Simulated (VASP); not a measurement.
Data:

```
Zn4SSe3
1.0
    5.56669     0.00000     0.00000
    0.00000     5.56669     0.00000
    0.00000     0.00000     5.56669
Zn Se S
4 3 1
Direct
  0.00695   0.99305   0.99305
  0.49305   0.50695   0.99305
  0.49305   0.99305   0.50695
  0.00695   0.50695   0.50695
  0.25000   0.25000   0.25000
  0.75000   0.75000   0.25000
  0.75000   0.25000   0.75000
  0.25000   0.75000   0.75000
```

All values below come from PBEsol GGA, VASP's PBE PAW potentials (set 64) (plane waves; VASP 6.6.1). Run with 400 eV cut-off, Gaussian smearing of 0.050 eV, potentials Zn Se S.

### Question
Give the energies of bands 29 to 42 at the high-symmetry points, in eV from the valence-band maximum.

### Answer

```tsv
band	Γ	X	M	R
29	-2.44	-2.92	-2.87	-1.23
30	-2.44	-2.90	-2.66	-1.23
31	-2.20	-2.79	-2.66	-1.23
32	-2.20	-2.66	-2.49	-0.79
33	-2.20	-1.49	-1.16	-0.79
34	0.00	-1.49	-1.16	-0.79
35	0.00	-1.15	-0.86	-0.67
36	0.00	-1.15	-0.71	-0.67
37	1.39	3.85	4.12	2.45
38	2.74	3.88	4.12	2.69
39	2.74	3.98	4.38	2.69
40	3.13	4.17	4.38	2.69
41	3.48	5.41	6.15	6.17
42	3.48	5.47	6.23	6.18
```

The gap is direct, 1.39 eV, from the valence maximum at Γ to the conduction minimum at Γ.

The structure was generated: Zn4SSe3 was put into an ordered model structure (P-43m), which need not be its known phase. It was relaxed first.
